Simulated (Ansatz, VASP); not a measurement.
# AlNi3: VASP beside Ansatz, part 2 of 2

Wanted: the spread between two codes on one cell, functional and k mesh. The cell is taken from a series of runs on this material, whose earlier steps may have relaxed, scaled, displaced or heated it; both programs get it as it stands.

VASP 6.6.1 and Ansatz 0.2.0.

So far: Set-up; Ansatz: single point, r2SCAN.

In doubt: warnings of the run leave room for a lower electronic state (step 2), so energies may not be the lowest and differences between runs may mislead.

## (3) VASP: single point, r2SCAN

Level of this step: r2SCAN, spin-polarised from a ferromagnetic start; plane waves and PAW (Al, Ni) (VASP).

The same cell, functional, mesh and smearing now go to VASP, with its own data sets.

Lines of VASP's logs that name or quote its potential files are left out, and so is its time.

Contents of INCAR:

```
SYSTEM = AlNi3
PREC = Accurate
ENCUT = 580
EDIFF = 1E-06
NELM = 200
ISMEAR = -1
SIGMA = 0.1
LREAL = .FALSE.
ALGO = Normal
METAGGA = R2SCAN
LASPH = .TRUE.
NBANDS = 47
ISPIN = 2
MAGMOM = 0.03 0.03 -0.34 -0.34 -0.34 -0.34 -0.34 -0.34
LMAXMIX = 4
LORBIT = 11
LWAVE = .FALSE.
LCHARG = .FALSE.
ISIF = 2
GGA_COMPAT = .FALSE.
LMIXTAU = .TRUE.
KPAR = 2
```

Contents of POSCAR:

```
AlNi3
1.0
   -3.5230547270      0.0000000000      0.0000000000
    0.0000000000      3.5230547270      3.5230547270
    0.0000000000      3.5230547270     -3.5230547270
Al Ni
2 6
Direct
    0.0000000000      0.0000000000      0.0000000000
    0.0000000000      0.5000000000      0.5000000000
    0.0000000000      0.5000000000      0.0000000000
    0.0000000000      0.0000000000      0.5000000000
    0.5000000000      0.2500000000      0.7500000000
    0.5000000000      0.7500000000      0.2500000000
    0.5000000000      0.2500000000      0.2500000000
    0.5000000000      0.7500000000      0.7500000000
```

Contents of KPOINTS:

```
Automatic mesh
0
Gamma
11 8 8
0 0 0
```

Potentials, in the order of the species: Al and Ni (PBE family, release 64).

The run is started by

```console
mpirun -np 2 vasp_std
```

Numbers of over 12 decimals in the logs are rounded to 6 here.

Output:

```text
[banner, memory and clock lines left out]
running    2 mpi-ranks, on    1 nodes
 distrk:  each k-point on    1 cores,    2 groups
 distr:  one band on    1 cores,    1 groups

 POSCAR found type information on POSCAR AlNi
 POSCAR found :  2 types and       8 ions
|                                                                             |
|               ----> ADVICE to this user running VASP <----                  |
|                                                                             |
|     You enforced a specific xc type in the INCAR file but a different       |
|     [... a line on the potential file left out ...]
|     I HOPE YOU KNOW WHAT YOU ARE DOING!                                     |
|                                                                             |

 LDA part: xc-table for (None), standard interpolation
 POSCAR, INCAR and KPOINTS ok, starting setup
 FFT: planning ... GRIDC
 FFT: planning ... GRID_SOFT
 FFT: planning ... GRID
 WAVECAR not read
 entering main loop
       N       E                     dE             d eps       ncg     rms          rms(c)
DAV:   1     0.461131843821E+03    0.46113E+03   -0.30617E+04 17000   0.207E+03
DAV:   2    -0.567207678898E+02   -0.51785E+03   -0.48900E+03 16927   0.405E+02
DAV:   3    -0.103842208830E+03   -0.47121E+02   -0.42910E+02 17949   0.152E+02
DAV:   4    -0.104936740352E+03   -0.10945E+01   -0.10903E+01 19027   0.248E+01
DAV:   5    -0.104968928488E+03   -0.32188E-01   -0.32184E-01 23652   0.311E+00    0.288E+01
DAV:   6    -0.996839643923E+02    0.52850E+01   -0.10798E+02 18542   0.135E+02    0.314E+01
DAV:   7    -0.886136585246E+02    0.11070E+02   -0.29882E+01 19359   0.681E+01    0.376E+00
DAV:   8    -0.885500219596E+02    0.63637E-01   -0.11996E+00 19329   0.837E+00    0.266E+00
DAV:   9    -0.887201304575E+02   -0.17011E+00   -0.21255E-01 21578   0.100E+01    0.314E+00
DAV:  10    -0.886653840169E+02    0.54746E-01   -0.10576E-01 19753   0.847E+00    0.156E+00
DAV:  11    -0.886790430360E+02   -0.13659E-01   -0.56240E-02 19745   0.247E+00    0.625E-01
DAV:  12    -0.886817475819E+02   -0.27045E-02   -0.95798E-03 22261   0.106E+00    0.232E-01
DAV:  13    -0.886820102178E+02   -0.26264E-03   -0.17099E-03 18256   0.428E-01    0.155E-01
DAV:  14    -0.886821679656E+02   -0.15775E-03   -0.15775E-04 21870   0.124E-01    0.540E-02
DAV:  15    -0.886821698068E+02   -0.18412E-05   -0.44583E-05 21524   0.807E-02    0.186E-02
DAV:  16    -0.886821691222E+02    0.68456E-06   -0.12500E-05 20197   0.469E-02    0.842E-03
DAV:  17    -0.886821715828E+02   -0.24606E-05   -0.20582E-06 13831   0.149E-02    0.303E-03
DAV:  18    -0.886821713659E+02    0.21687E-06   -0.47586E-07  9448   0.528E-03
   1 F= -.88682171E+02 E0= -.88600813E+02  d E =-.162717E+00  mag=    -1.6594
```

Parts of OUTCAR (step 3):

```text
ion  position               nearest neighbor table
   1  0.000  0.000  0.000-   3 2.49   4 2.49   5 2.49   6 2.49   7 2.49   8 2.49   4 2.49   3 2.49
                             5 2.49   6 2.49   7 2.49   8 2.49
   2  0.000  0.500  0.500-   3 2.49   4 2.49   5 2.49   6 2.49   7 2.49   8 2.49   3 2.49   4 2.49
                             5 2.49   6 2.49   7 2.49   8 2.49
   3  0.000  0.500  0.000-   1 2.49   2 2.49   5 2.49   6 2.49   7 2.49   8 2.49   2 2.49   1 2.49
                             5 2.49   6 2.49   7 2.49   8 2.49
   4  0.000  0.000  0.500-   1 2.49   2 2.49   5 2.49   6 2.49   7 2.49   8 2.49   1 2.49   2 2.49
                             5 2.49   6 2.49   7 2.49   8 2.49
   5  0.500  0.250  0.750-   1 2.49   2 2.49   3 2.49   4 2.49   7 2.49   8 2.49   7 2.49   8 2.49
                             1 2.49   2 2.49   3 2.49   4 2.49
   6  0.500  0.750  0.250-   1 2.49   2 2.49   3 2.49   4 2.49   7 2.49   8 2.49   8 2.49   7 2.49
                             1 2.49   2 2.49   3 2.49   4 2.49
   7  0.500  0.250  0.250-   1 2.49   2 2.49   3 2.49   4 2.49   5 2.49   6 2.49   5 2.49   6 2.49
                             1 2.49   2 2.49   3 2.49   4 2.49
   8  0.500  0.750  0.750-   1 2.49   2 2.49   3 2.49   4 2.49   5 2.49   6 2.49   6 2.49   5 2.49
                             1 2.49   2 2.49   3 2.49   4 2.49

  LATTYP: Found a simple tetragonal cell.
 ALAT       =     4.9823517759
 C/A-ratio  =     0.7071067812

 Subroutine GETGRP returns: Found 16 space group operations
 (whereof 16 operations were pure point group operations)

The static configuration has the point symmetry D_4h.

 Found     90 irreducible k-points:

   k-points           NKPTS =     90   k-points in BZ     NKDIM =     90   number of bands    NBANDS=     47

   dimension x,y,z NGX =    28 NGY =   40 NGZ =   40
   dimension x,y,z NGXF=    56 NGYF=   80 NGZF=   80

   ENCUT  =  580.0 eV  42.63 Ry    6.53 a.u.   6.92  9.78  9.78*2*pi/ulx,y,z

   NELECT =      66.0000    total number of electrons

 k-points in reciprocal lattice and weights: Automatic mesh
   0.00000000  0.00000000  0.00000000       0.001
   0.09090909  0.00000000  0.00000000       0.003
   0.18181818  0.00000000  0.00000000       0.003
   0.27272727  0.00000000  0.00000000       0.003
   0.36363636  0.00000000  0.00000000       0.003
   0.45454545  0.00000000  0.00000000       0.003
   0.00000000  0.12500000  0.00000000       0.006
   0.09090909  0.12500000  0.00000000       0.011
   0.18181818  0.12500000  0.00000000       0.011
[...]
0.36363636  0.50000000  0.50000000       0.003
   0.45454545  0.50000000  0.50000000       0.003

 average (electrostatic) potential at core
       1 -72.6287       2 -72.6287       3 -86.6011       4 -86.6011       5 -86.6010
       6 -86.6010       7 -86.6010       8 -86.6010

 E-fermi :   9.8165

 spin component 1
 k-point     1 :       0.0000    0.0000    0.0000
  band No.  band energies     occupation
    ...
     26       9.1919      0.99807
     27       9.1922      0.99806
     28       9.2292      0.99719
     29       9.3085      0.99382
     30       9.7987      0.54440
     31      10.3051      0.00750
     32      10.3051      0.00750
     33      10.3053      0.00748
     34      10.5417      0.00071
     35      10.5418      0.00071
    ...

 k-point     2 :       0.0909    0.0000    0.0000
  band No.  band energies     occupation
    ...
     26       9.1345      0.99891
     27       9.1925      0.99805
     28       9.2115      0.99765
     29       9.3985      0.98493
     30       9.7584      0.64145
     31       9.8967      0.30960
     32       9.8967      0.30957
     33      10.1404      0.03773
     34      10.3054      0.00747
     35      10.9753      0.00001
    ...

 k-point     3 :       0.1818    0.0000    0.0000
  band No.  band energies     occupation
    ...
     29       9.4038      0.98413
     30       9.5139      0.95373
     31       9.5139      0.95373
     32       9.5846      0.91047
     33       9.6413      0.85224
     34      10.3057      0.00745
     35      10.8042      0.00005
     36      10.8042      0.00005
     37      11.8955      0.00000
     38      11.8955      0.00000
    ...

 k-point     4 :       0.2727    0.0000    0.0000
  band No.  band energies     occupation
    ...
     29       9.1632      0.99855
     30       9.2181      0.99749
     31       9.2181      0.99749
     32       9.4732      0.96871
     33       9.7720      0.60955
     34      10.3061      0.00743
     35      10.5198      0.00088
     36      10.5198      0.00088
     37      12.8305      0.00000
     38      12.8305      0.00000
    ...

 k-point     5 :       0.3636    0.0000    0.0000
  band No.  band energies     occupation
    ...
     28       8.9981      0.99972
     29       8.9981      0.99972
     30       9.0470      0.99955
     31       9.1856      0.99818
     32       9.3490      0.99076
     33       9.9159      0.27019
     34      10.2080      0.01955
     35      10.2081      0.01954
     36      10.3064      0.00740
     37      13.8898      0.00000
    ...

 k-point     6 :       0.4545    0.0000    0.0000
  band No.  band energies     occupation
    ...
     28       8.8736      0.99992
     29       8.8736      0.99992
     30       8.8845      0.99991
     31       9.3157      0.99336
     32       9.3659      0.98908
     33       9.9932      0.14589
     34      10.0252      0.11042
     35      10.0252      0.11042
     36      10.3065      0.00739
     37      13.7696      0.00000
    ...

  Total        0.3177564      0.3244002      0.3244002     -0.0000000      0.0000000      0.0000000
  in kB        5.8212572      5.9429701      5.9429701     -0.0000000      0.0000000      0.0000000
  external PRESSURE =       5.9023991 kB  Pullay stress =       0.0000000 kB

  energy-cutoff  :      580.00
  volume of cell :       87.46
      direct lattice vectors                 reciprocal lattice vectors
    -3.523054727  0.000000000  0.000000000    -0.283844583  0.000000000  0.000000000
     0.000000000  3.523054727  3.523054727     0.000000000  0.141922292  0.141922292
     0.000000000  3.523054727 -3.523054727     0.000000000  0.141922292 -0.141922292

 POSITION                                       TOTAL-FORCE (eV/Angst)
 -----------------------------------------------------------------------------------
      0.00000      0.00000      0.00000         0.000000     -0.000000      0.000000
      0.00000      3.52305      0.00000         0.000000     -0.000000      0.000000
      0.00000      1.76153      1.76153        -0.000000     -0.000000      0.000000
      0.00000      1.76153     -1.76153        -0.000000     -0.000000     -0.000000
     -1.76153      3.52305     -1.76153        -0.000000     -0.000000     -0.000000
     -1.76153      3.52305      1.76153        -0.000000      0.000000     -0.000000
     -1.76153      1.76153      0.00000         0.000000      0.000000      0.000000
     -1.76153      5.28458      0.00000         0.000000     -0.000000      0.000000
 -----------------------------------------------------------------------------------
    total drift:                               -0.000000      0.000000     -0.000000

  FREE ENERGIE OF THE ION-ELECTRON SYSTEM (eV)
  ---------------------------------------------------
  free  energy   TOTEN  =       -88.6821713659 eV

  energy  without entropy=      -88.5194545856  energy(sigma->0) =      -88.60081298

 total charge
# of ion       s       p       d       tot
------------------------------------------
    1        0.412   0.417   0.000   0.829
    2        0.412   0.417   0.000   0.829
    3        0.521   0.572   8.395   9.487
    4        0.521   0.572   8.395   9.487
    5        0.521   0.571   8.395   9.487
    6        0.521   0.571   8.395   9.487
    7        0.521   0.571   8.395   9.487
    8        0.521   0.571   8.395   9.487
--------------------------------------------------
tot          3.950   4.263  50.370  58.582

 magnetization (x)
# of ion       s       p       d       tot
------------------------------------------
    1        0.002   0.014   0.000   0.016
    2        0.002   0.014   0.000   0.016
    3        0.007   0.023  -0.339  -0.309
    4        0.007   0.023  -0.339  -0.309
    5        0.007   0.023  -0.339  -0.309
    6        0.007   0.023  -0.339  -0.309
    7        0.007   0.023  -0.339  -0.309
    8        0.007   0.023  -0.339  -0.309
--------------------------------------------------
tot          0.044   0.169  -2.036  -1.823

[... 6 further parts left out ...]
```

The magnetic state follows from one typed start and may not be the lowest. SCAN-type functionals tend to overstate the moments of itinerant magnets.

## (4) Differences

Known differences besides the potentials themselves: VASP starts from the moments at which Ansatz ended; VASP keeps PBE cores, Ansatz makes them for the functional; the data sets hold 114 valence electrons in Ansatz (on its default PAW (the set named soft_2) files) and 66 in VASP; the cutoff is 500 eV in Ansatz and 580 eV in VASP; site moments are counted in spheres of each program's own size. Total energies have different zeros and are not compared.

Compared:

| quantity | Ansatz | VASP | difference |
| --- | --- | --- | --- |
| total moment (μB) | -1.72 | -1.66 | -0.06 |
| moment on Ni4 (μB) | -0.34 | -0.31 | -0.03 |
| moment on Ni3 (μB) | -0.34 | -0.31 | -0.03 |
| moment on Ni6 (μB) | -0.34 | -0.31 | -0.03 |
| moment on Ni5 (μB) | -0.34 | -0.31 | -0.03 |
| moment on Ni7 (μB) | -0.34 | -0.31 | -0.03 |
| moment on Ni8 (μB) | -0.34 | -0.31 | -0.03 |

## (5) Summary of results

| Item | Value |
| --- | --- |
| difference in total moment (single point, r2SCAN) | -0.059 μB |

**Reading.** The difference in total moment is -0.059 μB (single point, r2SCAN). The data sets hold unlike numbers of valence electrons (114 in Ansatz and 66 in VASP), so part of the differences comes from the potentials. Such differences can come from data sets, numerical settings and the points named under the comparisons, not from the functional's error against experiment.

[Lines on the potential files, build, host, timing and source positions are cut from VASP's logs without a mark.]

[Logs are printed without paths, hosts, clocks, repeated set-up lines and the standing remarks that a program may print on its own settings, such as how far it seeks lower states.]

[Hosts, paths, dates, database ids (printed as entryN), source tags and the programs' standing remarks are cut or masked in the printed files.]
